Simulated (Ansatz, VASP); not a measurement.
# Two plane-wave programs on CaGa2As2

```xyz
5
Lattice="1.9947 1.1516 8.3313 -1.9947 1.1516 8.3313 0.0000 -2.3032 8.3313" Properties=species:S:1:pos:R:3 pbc="T T T"
Ca    0.0000    0.0000    0.0000
Ga    0.0000    0.0000   11.2800
Ga    0.0000    0.0000   13.7139
As    0.0000    0.0000    6.4054
As    0.0000    0.0000   18.5884
```

The cell comes from a database or a generator and needn't be the stable form of this composition.

Alike in both runs: task single point; functional LDA; k mesh 5 × 5 × 5; no spin polarisation.

```csv
,VASP,Ansatz
version,VASP 6.6.1,Ansatz 0.2.0
potentials or method,"VASP PAW LDA potentials, release 64 (Ca_sv, Ga_d, As)","plane waves, PAW"
plane-wave cutoff (eV),520,420
occupations,"gaussian, width 0.01 eV",fixed
valence electrons in the cell,46,66
```

VASP gave:

```
gap on the k mesh at the Fermi level (eV)       : 0.65
pressure (GPa)                                  : -2.6
largest component of the traceless stress (GPa) : 0.53
```

Problem. Estimate Ansatz's values.

Solution. gap on the k mesh at the Fermi level (eV): 0.67; pressure (GPa): -2.9; largest component of the traceless stress (GPa): 0.53.

The two sets of potentials don't hold the same shells in valence.

Caveats: an odd mesh through Γ misses points on the zone boundary, where band edges often lie. LDA gaps usually lie below the measured ones, often by a third to a half.
